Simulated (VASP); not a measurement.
A convergence study with VASP on C (diamond): one setting is varied, all else stays as given below, so the limit is that of these other settings. Each run relaxes cell and ions from the cell shown.

```xyz
2
Lattice="0.0000 1.7835 1.7835 1.7835 0.0000 1.7835 1.7835 1.7835 0.0000" Properties=species:S:1:pos:R:3 pbc="T T T"
C      0.0000     0.0000     0.0000
C      0.8918     0.8918     0.8918
```

Level of theory: PBEsol GGA, VASP's PBE PAW potentials (set 64) (plane waves; VASP). The tightest run used: 700 eV cut-off, 17×17×17 Γ-centred mesh, Gaussian smearing of 0.050 eV, potentials C.

Gaps are read on the run's mesh, which can miss a band edge.

```csv
setting,relaxed volume (Å³/atom),E (eV/atom),gap on the mesh (eV),irreducible k-points
2×2×2 mesh,6.014,-8.0374,4.263,3
3×3×3 mesh,5.678,-9.3331,3.985,4
4×4×4 mesh,5.627,-9.5615,4.354,8
```

**Question.** These are the cheaper rows. Estimate the results at 17×17×17 mesh, and how far the last row shown lies from them.

**Answer.** 
```json
[
 {"quantity": "relaxed volume (Å³/atom)", "tightest run": "5.613", "last row shown is off by": "0.014"},
 {"quantity": "E (eV/atom)", "tightest run": "-9.6303", "last row shown is off by": "0.0688"},
 {"quantity": "gap on the mesh (eV)", "tightest run": "4.035", "last row shown is off by": "0.319"}
]
```

Left out are rungs that failed or repeat a setting and relaxations that didn't move; long series are thinned to 24 rows.

The compound is C in the diamond structure.
